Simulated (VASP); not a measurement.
The cell holds one Cu (fcc) (211) slab, with vacuum along c, ions free to move until forces fall under 0.03 eV/Å, no reconstruction beyond this cell, dipole correction on.

Consider the following.

```yaml
crystal:
  lattice:
    - [6.17947, 0.00000, 0.00000]
    - [0.00000, 2.52276, 0.00000]
    - [0.00000, 0.00000, 25.01991]
  atoms:
    - { symbol: Cu, position: [0.83916, 0.25000, 0.31555] }
    - { symbol: Cu, position: [0.16651, 0.75000, 0.34054] }
    - { symbol: Cu, position: [0.49625, 0.25000, 0.36661] }
    - { symbol: Cu, position: [0.82673, 0.75000, 0.39885] }
    - { symbol: Cu, position: [0.16596, 0.25000, 0.42709] }
    - { symbol: Cu, position: [0.49826, 0.75000, 0.45591] }
    - { symbol: Cu, position: [0.83279, 0.25000, 0.48559] }
    - { symbol: Cu, position: [0.16721, 0.75000, 0.51441] }
    - { symbol: Cu, position: [0.50174, 0.25000, 0.54409] }
    - { symbol: Cu, position: [0.83404, 0.75000, 0.57291] }
    - { symbol: Cu, position: [0.17327, 0.25000, 0.60115] }
    - { symbol: Cu, position: [0.50375, 0.75000, 0.63339] }
    - { symbol: Cu, position: [0.83349, 0.25000, 0.65946] }
    - { symbol: Cu, position: [0.16084, 0.75000, 0.68445] }
```

Computed with PBEsol GGA, VASP's PBE PAW potentials (set 64) (plane waves; VASP). Settings: 400 eV cut-off, 5×11×1 Γ-centred mesh, first-order Methfessel-Paxton smearing of 0.10 eV, potentials Cu.

Slab and bulk use different k-meshes, so the surface energy is good to a few per cent at best.

Predict its surface energy, work function, band gap (on the k-mesh).

* **surface energy**: 1.84 J/m²
* **work function**: 4.64 eV
* **band gap (on the k-mesh)**: none (metal, semimetal or under 0.01 eV)

The cell is a thin slab with vacuum, built from Cu (fcc): (211) face.
